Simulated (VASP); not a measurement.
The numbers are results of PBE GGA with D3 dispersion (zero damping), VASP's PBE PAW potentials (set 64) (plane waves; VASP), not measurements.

VASP ran on this input.

**INCAR**
```
SYSTEM=PbSe
PREC=Accurate; ENCUT=520; LREAL=.FALSE.
LASPH=.TRUE.
EDIFF=1E-6; NELM=100; ALGO=Normal
LMAXMIX=4
ISMEAR=0; SIGMA=0.05
GGA=PE; IVDW=11
IBRION=2; NSW=60; ISIF=3
EDIFFG=-0.01
LWAVE=.FALSE.; LCHARG=.FALSE.
```

POSCAR:
```
PbSe
1
    0.0000000000     3.0850635325     3.0850635325
    3.0850635325     0.0000000000     3.0850635325
    3.0850635325     3.0850635325     0.0000000000
Pb Se
1 1
Direct
  0.0000000000   0.0000000000   0.0000000000
  0.5000000000   0.5000000000   0.5000000000
```

### KPOINTS
```
Automatic mesh
0
Gamma
7 7 7
0 0 0
```

POTCAR, in this order: Pb_d Se (PBE.64 set). Program: vasp_std.

The run wrote:

### OSZICAR
```
       N       E                     dE             d eps       ncg     rms          rms(c)
DAV:   1     0.158004635089E+03    0.15800E+03   -0.97079E+03   560   0.143E+03
DAV:   2     0.388887815142E+01   -0.15412E+03   -0.15069E+03   602   0.346E+02
DAV:   3    -0.818067942062E+01   -0.12070E+02   -0.12025E+02   710   0.103E+02
DAV:   4    -0.848956696300E+01   -0.30889E+00   -0.30861E+00   610   0.196E+01
DAV:   5    -0.849929621728E+01   -0.97293E-02   -0.97292E-02   746   0.341E+00    0.274E+00
DAV:   6    -0.819618517091E+01    0.30311E+00   -0.81570E-01   778   0.703E+00    0.153E+00
DAV:   7    -0.819206560970E+01    0.41196E-02   -0.13159E-01   624   0.202E+00    0.853E-01
DAV:   8    -0.819561037990E+01   -0.35448E-02   -0.14450E-02   590   0.156E+00    0.170E-01
DAV:   9    -0.819511727229E+01    0.49311E-03   -0.28019E-03   838   0.601E-01    0.586E-02
DAV:  10    -0.819520579651E+01   -0.88524E-04   -0.23053E-04   584   0.116E-01    0.205E-02
DAV:  11    -0.819521293703E+01   -0.71405E-05   -0.72797E-05   708   0.977E-02    0.584E-03
DAV:  12    -0.819521318671E+01   -0.24969E-06   -0.43380E-06   698   0.169E-02
   1 F= -.86638230E+01 E0= -.86638230E+01  d E =-.866382E+01
```

### OUTCAR
```
------------------------ aborting loop because EDIFF is reached ----------------------------------------
 Edisp (eV)   -0.46861
  FORCE on cell =-STRESS in cart. coord.  units (eV):
  Direction    XX          YY          ZZ          XY          YZ          ZX
  --------------------------------------------------------------------------------------
  Total       0.00038     0.00038     0.00038    -0.00000    -0.00000    -0.00000
  in kB       0.01029     0.01029     0.01029    -0.00000    -0.00000    -0.00000
  external pressure =        0.01 kB  Pullay stress =        0.00 kB
  volume of cell :       58.72
      direct lattice vectors                 reciprocal lattice vectors
     0.000000000  3.085063532  3.085063532    -0.162071217  0.162071217  0.162071217
     3.085063532  0.000000000  3.085063532     0.162071217 -0.162071217  0.162071217
     3.085063532  3.085063532  0.000000000     0.162071217  0.162071217 -0.162071217
  FREE ENERGIE OF THE ION-ELECTRON SYSTEM (eV)
  ---------------------------------------------------
  free  energy   TOTEN  =        -8.6638230463 eV

  energy  without entropy=       -8.6638230463  energy(sigma->0) =       -8.66382305

 reached required accuracy - stopping structural energy minimisation
```
(Selected blocks of OUTCAR.)

The compound is PbSe in the rock salt structure. It was relaxed first. The start is the result of an earlier pass.
